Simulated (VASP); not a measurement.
Data:

```
CELL_PARAMETERS angstrom
      0.00000     2.07558     2.07558
      2.07558     0.00000     2.07558
      2.07558     2.07558     0.00000
ATOMIC_POSITIONS crystal
  B  0.00000 0.00000 0.00000
  P  0.50000 0.50000 0.50000
```

The numbers are results of PBEsol GGA, VASP's PBE PAW potentials (set 64) (plane waves; VASP), not measurements. Settings: 620 eV cut-off, 15×15×15 Γ-centred mesh, first-order Methfessel-Paxton smearing of 0.10 eV, potentials B P.

### Question
What does the run give for the energy per atom (σ→0), pressure, band gap (on the k-mesh) with the smallest direct gap where there is one?

### Answer

| Property | Result |
|---|---|
| band gap (on the k-mesh) | none (metal, semimetal or under 0.01 eV) |
| energy per atom (σ→0) | -559.3 kJ/mol-atom |
| pressure | 19.96 GPa |

Only differences to runs with the same potentials and settings are physical.

The structure was generated: BP was put into the rock salt type (Fm-3m), which need not be its known phase. It was relaxed first under an external pressure of 20 GPa.
